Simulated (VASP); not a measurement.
All values below come from PBE GGA with D3 dispersion (Becke-Johnson damping), VASP's PBE PAW potentials (set 64) (plane waves; VASP). For the first row: Settings: 520 eV cut-off, 6×6×3 Γ-centred mesh, Gaussian smearing of 0.050 eV, potentials Mg Te.

```tsv
system	energy (eV/atom)
MgTe (wurtzite)	-3.4931
Mg atom	-0.0014
Te atom	-0.7241
```

Atoms are spin-polarised in a large box without symmetry, with the spin fixed by Hund's rule, and may not be in the lowest state of each functional; no zero-point energy is added.  Spin-orbit coupling is left out, which shifts such energies by up to tenths of an eV for the heavy elements here.

Q: What is the cohesive energy per atom of MgTe?

A: The references average (2×(-0.0014) + 2×(-0.7241))/4 = -0.3627 eV, so the cohesive energy is -0.3627 − (-3.4931) = 3.130 eV/atom.
